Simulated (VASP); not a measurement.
An input for Ansatz (written as the equivalent of a VASP run, and not itself run):

Ansatz 0.2 input:
```yaml
crystal:
  lattice:
    - [5.8460562, 0.0000000, 0.0000000]
    - [0.0000000, 5.8460562, 0.0000000]
    - [0.0000000, 0.0000000, 5.8460562]
  atoms:
    - { symbol: Cs, position: [0.0000000, 0.0000000, 0.0000000] }
    - { symbol: Pb, position: [0.5000000, 0.5000000, 0.5000000] }
    - { symbol: Br, position: [0.5000000, 0.0000000, 0.5000000] }
    - { symbol: Br, position: [0.0000000, 0.5000000, 0.5000000] }
    - { symbol: Br, position: [0.5000000, 0.5000000, 0.0000000] }
kpoints:
  mp_grid: { grid: [4, 4, 4] }
hamiltonian:
  xc: r2scan
  pseudopotentials: { kind: paw }
scf:
  occupations: { method: gaussian, width: 0.05 }
  max_iter: 100
relax:
  max_steps: 60
  f_tol: 0.02
  cell: {}
output: { forces: true, stress: true, eigenvalues: true }
```

### Question
Write the VASP files for the same calculation (r2SCAN).

### Answer
One answer among several that fit: 
**KPOINTS**
```
Automatic mesh
0
Gamma
4 4 4
0 0 0
```

POSCAR:
```
CsPbBr3
1
    5.8460561555    -0.0000000000     0.0000000000
   -0.0000000000     5.8460561555     0.0000000000
   -0.0000000000    -0.0000000000     5.8460561555
Cs Pb Br
1 1 3
Direct
  0.0000000000   0.0000000000   0.0000000000
  0.5000000000   0.5000000000   0.5000000000
  0.5000000000   0.0000000000   0.5000000000
  0.0000000000   0.5000000000   0.5000000000
  0.5000000000   0.5000000000   0.0000000000
```

### INCAR
```
SYSTEM=CsPbBr3
PREC=Accurate; ENCUT=400; LREAL=.FALSE.
LASPH=.TRUE.
EDIFF=1E-6; NELM=100; ALGO=Normal
LMAXMIX=4; LMIXTAU=.TRUE.
ISMEAR=0; SIGMA=0.05
METAGGA=R2SCAN
IBRION=2; NSW=60; ISIF=3
EDIFFG=-0.02
LWAVE=.FALSE.; LCHARG=.FALSE.
```

POTCAR, in this order: Cs_sv Pb_d Br (PBE.64 set). Program: vasp_std.

What does not carry over: each code has its own PAW files, so the cut-off isn't converted (ENCUT is set for VASP's; basis.ecutwfc is left out, and Ansatz then takes the one that its files recommend); Ansatz stops its SCF on the density residual and VASP on the energy change (EDIFF).

The compound is CsPbBr3 in the cubic perovskite structure, the ideal cubic form; the compound distorts at low or room temperature. This run relaxes it. Symmetry was kept, so distortions that lower it aren't found. The start is the result of an earlier pass.
